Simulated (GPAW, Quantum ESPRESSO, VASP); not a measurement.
Code comparison for BaMg2Sb2 (P-3m1, 5 atoms in the cell)

Self-consistent single point.

```xyz
5
Lattice="4.7985 0.0000 0.0000 -2.3993 4.1557 0.0000 0.0000 0.0000 8.2059" Properties=species:S:1:pos:R:3 pbc="T T T"
Ba     0.0000     0.0000     0.0000
Mg     2.3993     1.3852     3.0908
Mg     0.0000     2.7704     5.1151
Sb     2.3993     1.3852     5.9945
Sb     0.0000     2.7704     2.2114
```

Shared settings, as Quantum ESPRESSO writes them: occupations = fixed; K_POINTS = automatic 2 2 1 0 0 0. Potentials and cutoffs stand in the table.

```json
[
 {"code": "GPAW", "model": "LDA (Perdew-Wang 92), GPAW PAW datasets LDA (gpaw-data 1.0.1)", "pressure (GPa)": "-1.74", "largest force (eV/Å)": "0.088", "cutoff": "850 eV"},
 {"code": "Quantum ESPRESSO", "model": "LDA (PZ), GBRV 1.5 ultrasoft (LDA) pseudopotentials", "pressure (GPa)": "-1.80", "largest force (eV/Å)": "0.132", "cutoff": "40 Ry"},
 {"code": "VASP", "model": "LDA (PZ), VASP's LDA PAW potentials (set 64)", "pressure (GPa)": "-1.61", "largest force (eV/Å)": "0.085", "cutoff": "300 eV"}
]
```

Size of the force on each atom (eV/Å): Sizes of forces hide their directions.

```
code                Ba1    Mg2    Mg3    Sb4    Sb5
----------------  -----  -----  -----  -----  -----
GPAW              0.000  0.053  0.053  0.088  0.088
Quantum ESPRESSO  0.000  0.051  0.051  0.132  0.132
VASP              0.000  0.043  0.043  0.085  0.085
```

On GPAW's run: spin-orbit coupling is off.

The spread over the programs that give each value: pressure within 0.19 GPa; largest force within 0.047 eV/Å.

On the base mesh (6 6 3 0 0 0) the same programs gave: GPAW pressure -2.40 GPa; Quantum ESPRESSO pressure -2.44 GPa, gap on the mesh 0.821 eV; VASP pressure -2.31 GPa.

The values differ from the base mesh's, so the mesh still matters here: the table compares the programs at equal settings.

VASP's run is marked for a possible Pulay error in its stress at this cutoff; no cutoff test was made.

VASP ran the fixed occupations as a Gaussian smearing of 0.01 eV.

The starting cell comes from a database of computed structures (which also holds hypothetical and non-ambient phases and stackings), without a prior relaxation at this level.

Left out of this page: Ansatz (not drawn, or without a comparable value); ABINIT (with a known weakness of the program); CP2K (on another mesh).
